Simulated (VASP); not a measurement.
Here is a VASP 6.6.1 calculation.

Contents of INCAR:

```
ALGO = Normal ; EDIFF = 1E-6
EDIFFG = -0.01 ; ENCUT = 600
GGA = CA ; IBRION = 2
ISIF = 3 ; ISMEAR = 0
KPAR = 2 ; LASPH = True
LCHARG = False ; LREAL = False
LWAVE = False ; NELM = 80
NSW = 90 ; PREC = Accurate
SIGMA = 0.03
```

KPOINTS

```
k-points
0
Gamma
  6 6 6
```

Contents of POSCAR:

```
LiLa2VO6
1.0
    0.0000000000      3.8646480000      3.8646480000
    3.8646480000      0.0000000000      3.8646480000
    3.8646480000      3.8646480000      0.0000000000
Li La V O
1 2 1 6
Direct
    0.5000000000      0.5000000000      0.5000000000
    0.2500000000      0.2500000000      0.2500000000
    0.7500000000      0.7500000000      0.7500000000
    0.0000000000      0.0000000000      0.0000000000
    0.7569030000      0.2430970000      0.2430970000
    0.2430970000      0.7569030000      0.7569030000
    0.2430970000      0.7569030000      0.2430970000
    0.7569030000      0.2430970000      0.7569030000
    0.2430970000      0.2430970000      0.7569030000
    0.7569030000      0.7569030000      0.2430970000
```

Potentials or basis: VASP PAW LDA potentials, release 64 (Li_sv, La, V_sv, O).

Run with:

```sh
$ cat potpaw_LDA.64/Li_sv/POTCAR potpaw_LDA.64/La/POTCAR potpaw_LDA.64/V_sv/POTCAR potpaw_LDA.64/O/POTCAR > POTCAR
$ mpirun -np 2 vasp_std > vasp.out
```

(1) What does it give for the relaxed volume?

(2) What does it give for the relaxed cell?

(3) What does it give for the band gap on the k mesh?

(4) Estimate the space group after relaxing (to 0.05 Å).

Results:

(1) 10.66 Å³/atom.

(2) a = 5.322 Å, b = 5.322 Å, c = 5.322 Å, α = 60.00°, β = 60.00°, γ = 60.00°.

(3) 1.60 eV, indirect (least direct gap 1.80 eV).

(4) Fm-3m (No. 225).

Caveat: the cutoff is under 1.25 times the usual one of these potentials, so pressure, stress and relaxed cells hold a basis-set (Pulay) error; spin-orbit coupling is left out, which moves the levels of the heavy elements.
